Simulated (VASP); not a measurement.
Computed with PBE GGA + U (Dudarev), VASP's PBE PAW potentials (set 64) (plane waves; VASP).

VASP input:

**INCAR**
```
ALGO  =  Normal
EDIFF  =  1E-6
ENCUT  =  520
GGA  =  PE
ISIF  =  2
ISMEAR  =  0
ISPIN  =  2
LASPH  =  .TRUE.
LCHARG  =  .FALSE.
LDAU  =  .TRUE.
LDAUJ  =  0 0 0
LDAUL  =  2 -1 2
LDAUPRINT  =  1
LDAUTYPE  =  2
LDAUU  =  6.0 0 6.0
LMAXMIX  =  4
LORBIT  =  10
LREAL  =  .FALSE.
LWAVE  =  .FALSE.
MAGMOM  =  2*0.0 3*3.0
NELM  =  100
PREC  =  Accurate
SIGMA  =  0.05
SYSTEM  =  ZnCr3C
```

File KPOINTS:
```
Automatic
0
G
  5 5 5
0 0 0
```

### POSCAR
```
ZnCr3C
1
    3.9941610000     0.0000000000     0.0000000000
    0.0000000000     3.9941610000     0.0000000000
    0.0000000000     0.0000000000     3.9941610000
Zn C Cr
1 1 3
Direct
  0.0000000000   0.0000000000   0.0000000000
  0.5000000000   0.5000000000   0.5000000000
  0.0000000000   0.5000000000   0.5000000000
  0.5000000000   0.5000000000   0.0000000000
  0.5000000000   0.0000000000   0.5000000000
```

POTCAR, in this order: Zn C Cr_pv (PBE.64 set). Program: vasp_std.

What VASP printed:

### OSZICAR
```
       N       E                     dE             d eps       ncg     rms          rms(c)
DAV:   1     0.599251402284E+03    0.59925E+03   -0.28298E+04  1464   0.188E+03
DAV:   2     0.240116455017E+02   -0.57524E+03   -0.55546E+03  1440   0.523E+02
DAV:   3    -0.253120954051E+02   -0.49324E+02   -0.47799E+02  1604   0.161E+02
DAV:   4    -0.271182819289E+02   -0.18062E+01   -0.17878E+01  1652   0.294E+01
DAV:   5    -0.271593090050E+02   -0.41027E-01   -0.41007E-01  1764   0.401E+00    0.277E+01
DAV:   6    -0.243370634901E+02    0.28222E+01   -0.66897E+01  1720   0.601E+01    0.272E+01
DAV:   7    -0.245108009427E+02   -0.17374E+00   -0.98454E+00  1636   0.275E+01    0.930E+00
DAV:   8    -0.244122290634E+02    0.98572E-01   -0.30861E+00  1600   0.123E+01    0.414E+00
DAV:   9    -0.244294426417E+02   -0.17214E-01   -0.45208E-01  1668   0.451E+00    0.263E+00
DAV:  10    -0.244243008063E+02    0.51418E-02   -0.14466E-01  1588   0.313E+00    0.774E-01
DAV:  11    -0.244248527576E+02   -0.55195E-03   -0.17563E-02  1720   0.825E-01    0.366E-01
DAV:  12    -0.244249947606E+02   -0.14200E-03   -0.24931E-03  1596   0.408E-01    0.106E-01
DAV:  13    -0.244250643394E+02   -0.69579E-04   -0.26158E-04  1908   0.100E-01    0.571E-02
DAV:  14    -0.244250947093E+02   -0.30370E-04   -0.44828E-05  1572   0.429E-02    0.176E-02
DAV:  15    -0.244250969226E+02   -0.22132E-05   -0.77783E-06  1448   0.189E-02    0.660E-03
DAV:  16    -0.244250975865E+02   -0.66392E-06   -0.12265E-06  1044   0.850E-03
   1 F= -.24425098E+02 E0= -.24423032E+02  d E =-.413070E-02  mag=    11.2582
```

### OUTCAR
```
------------------------ aborting loop because EDIFF is reached ----------------------------------------
  FORCE on cell =-STRESS in cart. coord.  units (eV):
  Direction    XX          YY          ZZ          XY          YZ          ZX
  --------------------------------------------------------------------------------------
  Total       10.6072499     10.6072499     10.6072499      0.0000000      0.0000000      0.0000000
  in kB      266.7083926    266.7083926    266.7083926      0.0000000      0.0000000      0.0000000
  external PRESSURE =     266.7083926 kB  Pullay stress =       0.0000000 kB
  volume of cell :       63.72
      direct lattice vectors                 reciprocal lattice vectors
     3.994161000  0.000000000  0.000000000     0.250365471  0.000000000  0.000000000
     0.000000000  3.994161000  0.000000000     0.000000000  0.250365471  0.000000000
     0.000000000  0.000000000  3.994161000     0.000000000  0.000000000  0.250365471
 POSITION                                       TOTAL-FORCE (eV/Angst)
 -----------------------------------------------------------------------------------
      0.00000      0.00000      0.00000         0.000000      0.000000      0.000000
      1.99708      1.99708      1.99708         0.000000      0.000000      0.000000
      0.00000      1.99708      1.99708         0.000000      0.000000      0.000000
      1.99708      1.99708      0.00000         0.000000      0.000000      0.000000
      1.99708      0.00000      1.99708         0.000000      0.000000      0.000000
 -----------------------------------------------------------------------------------
    total drift:                                0.000000      0.000000     -0.000000
  FREE ENERGIE OF THE ION-ELECTRON SYSTEM (eV)
  ---------------------------------------------------
  free  energy   TOTEN  =       -24.4250975865 eV

  energy  without entropy=      -24.4209668829  energy(sigma->0) =      -24.42303223

 total charge

# of ion       s       p       d       tot
------------------------------------------
    1        0.634   0.447   9.806  10.887
    2        0.899   1.618   0.000   2.517
    3        0.296   6.314   4.304  10.914
    4        0.296   6.314   4.304  10.914
    5        0.296   6.314   4.304  10.914
--------------------------------------------------
tot          2.420  21.007  22.719  46.147

 magnetization (x)

# of ion       s       p       d       tot
------------------------------------------
    1       -0.104  -0.024   0.050  -0.078
    2       -0.067  -0.411   0.000  -0.478
    3        0.014   0.024   3.730   3.768
    4        0.014   0.024   3.730   3.768
    5        0.014   0.024   3.730   3.768
--------------------------------------------------
tot         -0.129  -0.364  11.241  10.748
```
(Selected blocks of OUTCAR.)

The moments were started parallel, and other spin orders were not tried in this run.

The structure was generated: ZnCr3C was put into the cubic-perovskite type (Pm-3m), which need not be its known phase. The cell was not relaxed at this level. The k-mesh is coarse (spacing up to 0.31 per Å, 2π included), so the numbers may not be converged in it. The run is one of a series of settings (LDAU = .TRUE., LDAUJ = 0 0 0, LDAUL = 2 -1 2, LDAUTYPE = 2, LDAUU = 6.0 0 6.0 against the base run), some of them coarse on purpose.
